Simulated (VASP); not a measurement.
Given:

```yaml
crystal:
  lattice:
    - [4.37208, -2.76411, -0.02316]
    - [4.37208, 2.76411, -0.02316]
    - [-0.57813, 0.00000, 7.31021]
  atoms:
    - { symbol: In, position: [0.00000, 0.00000, 0.00000] }
    - { symbol: Ag, position: [0.33931, 0.33931, 0.33013] }
    - { symbol: Ag, position: [0.66069, 0.66069, 0.66987] }
    - { symbol: Ag, position: [0.00000, 0.00000, 0.50000] }
    - { symbol: P, position: [0.66201, 0.66201, 0.20761] }
    - { symbol: P, position: [0.33799, 0.33799, 0.79239] }
    - { symbol: O, position: [0.24083, 0.24083, 0.60799] }
    - { symbol: O, position: [0.75917, 0.75917, 0.39201] }
    - { symbol: O, position: [0.76168, 0.76168, 0.04751] }
    - { symbol: O, position: [0.23832, 0.23832, 0.95249] }
    - { symbol: O, position: [0.21963, 0.66986, 0.79670] }
    - { symbol: O, position: [0.78037, 0.33014, 0.20330] }
    - { symbol: O, position: [0.33014, 0.78037, 0.20330] }
    - { symbol: O, position: [0.66986, 0.21963, 0.79670] }
```

Method: r2SCAN meta-GGA, VASP's PBE PAW potentials (set 64) (plane waves; VASP 6.6.1). Run with LREAL = Auto, 520 eV cut-off, 6×6×4 Γ-centred mesh, tetrahedra with Blöchl corrections, potentials In_d Ag P O.

The path is coarsely sampled, so an indirect gap can come out somewhat too large. Unless said otherwise, spin-orbit coupling is left out, though it shifts the bands of the heavy elements here.

Predict the energy per atom (σ→0), band gap (over mesh and band path) with the smallest direct gap where there is one.

```
Quantity                                                Result
---------------------------------------------  ---------------
band gap (over mesh and band path)                     1.74 eV
smallest direct gap (over mesh and band path)          2.01 eV
energy per atom (σ→0)                          -12.567 eV/atom
```

The structure comes from a computed database's Ag3InO8P2 entry (C2/m); how it stands against other phases isn't given here. It was relaxed first.
